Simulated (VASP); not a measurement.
Method: PBE GGA, VASP's PBE PAW potentials (set 64) (plane waves; VASP).

Input for VASP

### POSCAR
```
MoOs3
7.726090
  0.5000000000   0.0000000000   0.0000000000
  0.0000000000   0.5000000000   0.0000000000
  0.0000000000   0.0000000000   0.5000000000
Os Mo
3 1
Cartesian
 -0.0023160000   0.2502945000   0.2538310000
  0.2508010000   0.2463050000   0.0029975000
  0.2468080000   0.0058280000   0.2457345000
  0.0047075000  -0.0024275000  -0.0025625000
```

KPOINTS:
```
Regular mesh
0
G
7 7 7
0 0 0
```

**INCAR**
```
EDIFF = 1E-6
ALGO = Normal
GGA = PE   # PBE
LMAXMIX = 6   # l cut-off of mixed one-centre charges
ENCUT = 300
SYSTEM = MoOs3
NELM = 100   # most electronic steps
PREC = Accurate
LCHARG = .FALSE.
ISMEAR = 0
LASPH = .TRUE.
SIGMA = 0.136
LREAL = .FALSE.
LWAVE = .FALSE.
ISIF = 2   # forces and stress, cell fixed
```

POTCAR, in this order: Os Mo_sv (PBE.64 set). Program: vasp_std.

At this cut-off the stress carries a Pulay error, which pulls relaxed volumes low. Unless said otherwise, spin-orbit coupling is left out, though it shifts the bands of the heavy elements here.

Question: Predict the energy per atom (σ→0), pressure, largest force, band gap (on the k-mesh).

Answer: 
```yaml
energy per atom (σ→0): -11.130 eV/atom
band gap (on the k-mesh): none (metal, semimetal or under 0.01 eV)
pressure: 5.80 GPa
largest_force: 0.736 eV/Å
```

**OSZICAR**
```
...
DAV:   9    -0.445334718410E+02    0.19862E-01   -0.11732E-01 11616   0.202E+00    0.346E-01
DAV:  10    -0.445325618014E+02    0.91004E-03   -0.40263E-03  9739   0.462E-01    0.939E-02
DAV:  11    -0.445325902252E+02   -0.28424E-04   -0.55911E-04 11882   0.135E-01    0.458E-02
DAV:  12    -0.445326001864E+02   -0.99612E-05   -0.10945E-04 11673   0.661E-02    0.294E-02
DAV:  13    -0.445325830566E+02    0.17130E-04   -0.97947E-05 11140   0.504E-02    0.122E-02
DAV:  14    -0.445325812793E+02    0.17773E-05   -0.69545E-06  9428   0.193E-02    0.211E-03
DAV:  15    -0.445325811070E+02    0.17232E-06   -0.38396E-07  4992   0.493E-03
   1 F= -.44532581E+02 E0= -.44519771E+02  d E =-.256203E-01
```

The structure was generated: MoOs3 was put into an ordered model structure, which need not be its known phase. The cell was not relaxed at this level, atoms are displaced from their ideal sites.
